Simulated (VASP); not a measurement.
An input for Ansatz (written as the equivalent of a VASP run, and not itself run):

Ansatz 0.2 input:
```yaml
crystal:
  lattice:
    - [2.0243313, -3.5062452, 0.0000000]
    - [2.0243313, 3.5062452, 0.0000000]
    - [0.0000000, 0.0000000, 6.3249830]
  atoms:
    - { symbol: Cd, position: [0.0000000, 0.0000000, 0.0000000] }
    - { symbol: I, position: [0.3333330, 0.6666670, 0.2724159] }
    - { symbol: I, position: [0.6666670, 0.3333330, 0.7275841] }
kpoints:
  mp_grid: { grid: [6, 6, 4] }
hamiltonian:
  xc: pbesol
  pseudopotentials: { kind: paw }
scf:
  occupations: { method: gaussian, width: 0.05 }
  max_iter: 100
relax:
  max_steps: 40
  f_tol: 0.02
  cell: { p_target: 10 }
output: { forces: true, stress: true, eigenvalues: true }
```

Problem. Translate this input to VASP (INCAR, KPOINTS, POSCAR, choice of POTCAR).

Solution. Several could match; the one computed here: 
**INCAR**
```
# general
SYSTEM  = CdI2
PREC    = Accurate
ENCUT   = 500
LREAL   = .FALSE.
LASPH   = .TRUE.

# electronic loop
EDIFF   = 1E-6
NELM    = 100
ALGO    = Normal
LMAXMIX = 4

# smearing
ISMEAR  = 0
SIGMA   = 0.05

# functional
GGA     = PS

# ions
IBRION  = 2
NSW     = 40
ISIF    = 3
EDIFFG  = -0.02
PSTRESS = 100

# output
LWAVE   = .FALSE.
LCHARG  = .FALSE.
```

POSCAR:
```
CdI2
1.0
  2.0243313164  -3.5062452416   0.0000000000
  2.0243313164   3.5062452416   0.0000000000
  0.0000000000   0.0000000000   6.3249830017
Cd I
1 2
direct
  0.0000000000   0.0000000000   0.0000000000
  0.3333330000   0.6666670000   0.2724158575
  0.6666670000   0.3333330000   0.7275841425
```

File KPOINTS:
```
Automatic mesh
0
gamma
6 6 4
```

POTCAR, in this order: Cd I (PBE.64 set). Program: vasp_std.

The two are equivalent in intent, not identical: each code has its own PAW files, so the cut-off isn't converted (ENCUT is set for VASP's; basis.ecutwfc is left out, and Ansatz then takes the one that its files recommend); Ansatz stops its SCF on the density residual and VASP on the energy change (EDIFF).

The compound is CdI2 in the 1T layered structure. This run relaxes it under an external pressure of 10 GPa. Symmetry was kept, so distortions that lower it aren't found.
